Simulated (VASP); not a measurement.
```
PbRbF3
1.0
    4.78187     0.00000     0.00000
    0.00000     4.78187     0.00000
    0.00000     0.00000     4.78187
Rb Pb F
1 1 3
Direct
  0.00000   0.00000   0.00000
  0.50000   0.50000   0.50000
  0.00000   0.50000   0.50000
  0.50000   0.00000   0.50000
  0.50000   0.50000   0.00000
```

Computed with PBEsol GGA, VASP's PBE PAW potentials (set 64) (plane waves; VASP). Settings: 520 eV cut-off, 5×5×5 Γ-centred mesh, tetrahedra with Blöchl corrections, potentials Rb_sv Pb_d F.

The cores are frozen, which limits the accuracy of field gradients.

Problem. Give the principal components of the electric field gradient (V/Å²) and the asymmetry η at each nucleus.

Solution. 
```tsv
atom	Vxx	Vyy	Vzz	η
Rb1	0.0	0.0	0.0	-
Pb2	0.0	0.0	0.0	-
F3	-20.9	-20.9	41.7	0.00
F4	-20.9	-20.9	41.7	0.00
F5	-20.9	-20.9	41.7	0.00
```

The structure comes from a computed database's RbPbF3 entry (Pm-3m); how it stands against other phases isn't given here. It was relaxed first.
